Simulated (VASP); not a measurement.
Output of a VASP run:

### OSZICAR
```
...
DAV:   1    -0.224340007330E+02    0.60134E-03   -0.82797E-04  4448   0.427E-01    0.869E-02
DAV:   2    -0.224339717329E+02    0.29000E-04   -0.69321E-05  4478   0.108E-01    0.175E-02
DAV:   3    -0.224339678142E+02    0.39186E-05   -0.80091E-06  4723   0.262E-02    0.557E-03
DAV:   4    -0.224339675065E+02    0.30774E-06   -0.19431E-06  4838   0.160E-02    0.695E-03
DAV:   5    -0.224339679093E+02   -0.40278E-06   -0.12964E-07  2719   0.440E-03    0.487E-04
DAV:   6    -0.224339679203E+02   -0.10981E-07   -0.31179E-08  2184   0.192E-03
   5 F= -.21149233E+02 E0= -.21149221E+02  d E =-.161399E-01
       N       E                     dE             d eps       ncg     rms          rms(c)
DAV:   1    -0.224358629611E+02   -0.18951E-02   -0.85042E-02  4388   0.352E+00    0.244E-01
DAV:   2    -0.224340923954E+02    0.17706E-02   -0.34765E-03  4628   0.588E-01    0.131E-01
DAV:   3    -0.224334516486E+02    0.64075E-03   -0.15579E-03  4753   0.366E-01    0.487E-02
DAV:   4    -0.224334521580E+02   -0.50936E-06   -0.42278E-05  4618   0.684E-02    0.259E-02
DAV:   5    -0.224334515377E+02    0.62025E-06   -0.38542E-06  4958   0.205E-02    0.331E-03
DAV:   6    -0.224334514500E+02    0.87721E-07   -0.57929E-07  4923   0.761E-03
   6 F= -.21149217E+02 E0= -.21149209E+02  d E =0.165594E-04
       N       E                     dE             d eps       ncg     rms          rms(c)
DAV:   1    -0.224345456454E+02   -0.10941E-02   -0.22149E-02  4388   0.180E+00    0.124E-01
DAV:   2    -0.224340870874E+02    0.45856E-03   -0.90607E-04  4628   0.300E-01    0.670E-02
DAV:   3    -0.224339205436E+02    0.16654E-03   -0.40141E-04  4753   0.186E-01    0.255E-02
DAV:   4    -0.224339202469E+02    0.29669E-06   -0.11036E-05  4618   0.351E-02    0.135E-02
DAV:   5    -0.224339196738E+02    0.57310E-06   -0.10681E-06  4943   0.109E-02    0.173E-03
DAV:   6    -0.224339196030E+02    0.70879E-07   -0.14279E-07  2704   0.398E-03
   7 F= -.21149427E+02 E0= -.21149419E+02  d E =-.193640E-03
       N       E                     dE             d eps       ncg     rms          rms(c)
DAV:   1    -0.224359861870E+02   -0.20665E-02   -0.68267E-03  4448   0.123E+00    0.249E-01
DAV:   2    -0.224357516508E+02    0.23454E-03   -0.57555E-04  4483   0.310E-01    0.502E-02
DAV:   3    -0.224357148315E+02    0.36819E-04   -0.65982E-05  4728   0.747E-02    0.160E-02
DAV:   4    -0.224357081302E+02    0.67013E-05   -0.16255E-05  4838   0.464E-02    0.199E-02
DAV:   5    -0.224357071286E+02    0.10016E-05   -0.11704E-06  4931   0.127E-02    0.141E-03
DAV:   6    -0.224357070260E+02    0.10261E-06   -0.16847E-07  3712   0.334E-03    0.168E-04
DAV:   7    -0.224357070665E+02   -0.40512E-07   -0.14000E-08  2184   0.121E-03
   8 F= -.21149407E+02 E0= -.21149399E+02  d E =0.202263E-04
       N       E                     dE             d eps       ncg     rms          rms(c)
DAV:   1    -0.224346157588E+02    0.10913E-02   -0.32426E-03  4448   0.844E-01    0.172E-01
DAV:   2    -0.224345029791E+02    0.11278E-03   -0.27239E-04  4488   0.214E-01    0.347E-02
DAV:   3    -0.224344867710E+02    0.16208E-04   -0.31387E-05  4723   0.516E-02    0.111E-02
DAV:   4    -0.224344848051E+02    0.19659E-05   -0.77119E-06  4838   0.320E-02    0.138E-02
DAV:   5    -0.224344856292E+02   -0.82410E-06   -0.55644E-07  4898   0.874E-03    0.969E-04
DAV:   6    -0.224344856395E+02   -0.10364E-07   -0.76244E-08  2277   0.231E-03
   9 F= -.21149432E+02 E0= -.21149424E+02  d E =-.539246E-05
```

File OUTCAR:
```
------------------------ aborting loop because EDIFF is reached ----------------------------------------
  FORCE on cell =-STRESS in cart. coord.  units (eV):
  Direction    XX          YY          ZZ          XY          YZ          ZX
  --------------------------------------------------------------------------------------
  Total        1.2859484      1.2859484      1.2861440     -0.0000000      0.0000000      0.0000000
  in kB      100.0696468    100.0696530    100.0848712     -0.0000000      0.0000000      0.0000000
  external PRESSURE =       0.0747237 kB  Pullay stress =     100.0000000 kB
  volume of cell :       20.59
      direct lattice vectors                 reciprocal lattice vectors
     1.448958989 -2.509670665 -0.000000000     0.345075329 -0.199229328  0.000000000
     1.448958989  2.509670665 -0.000000000     0.345075329  0.199229328 -0.000000000
     0.000000000  0.000000000  2.830928626     0.000000000 -0.000000000  0.353240979
 POSITION                                       TOTAL-FORCE (eV/Angst)
 -----------------------------------------------------------------------------------
      0.00000     -0.00000     -0.00000         0.000000      0.000000     -0.000000
      1.44896      0.83656      1.41546        -0.000000     -0.000000      0.000000
 -----------------------------------------------------------------------------------
    total drift:                                0.000000     -0.000383      0.000000
  FREE ENERGIE OF THE ION-ELECTRON SYSTEM (eV)
  ---------------------------------------------------
  free  energy   TOTEN  =       -22.4344856395 eV

  energy  without entropy=      -22.4344621199  energy(sigma->0) =      -22.43447780
  enthalpy is  TOTEN    =       -21.1494322808 eV   P V=        1.2850533587

 reached required accuracy - stopping structural energy minimisation
```
(Selected blocks of OUTCAR.)

**POSCAR**
```
WC
1
    1.4624212897    -2.5329880520    -0.0000000000
    1.4624212897     2.5329880520     0.0000000000
    0.0000000000    -0.0000000000     2.8483751412
W C
1 1
Direct
  0.0000000000   0.0000000000   0.0000000000
  0.3333330000   0.6666670000   0.5000000000
```

Question: Reconstruct the remaining input files.

Answer: This is not unique; one that fits is the input of the run itself, PBE GGA, plane waves, VASP's PBE PAW potentials (set 64).

**KPOINTS**
```
Automatic mesh
0
gamma
 14 14 12
0 0 0
```

### INCAR
```
SYSTEM = WC
PREC = Accurate
ENCUT = 600
EDIFF = 1E-7
NELM = 100
ALGO = Normal
LREAL = .FALSE.
LASPH = .TRUE.
ISMEAR = 1
SIGMA = 0.1
GGA = PE
LMAXMIX = 6
LWAVE = .FALSE.
LCHARG = .FALSE.
ISIF = 3
IBRION = 2
NSW = 40
EDIFFG = -0.01
PSTRESS = 100
```

POTCAR, in this order: W_sv C (PBE.64 set). Program: vasp_std.

Energy and stress use the plane-wave basis of the starting cell.

The compound is WC in the wc structure. This run relaxes it under an external pressure of 10 GPa. Symmetry was kept, so distortions that lower it aren't found.
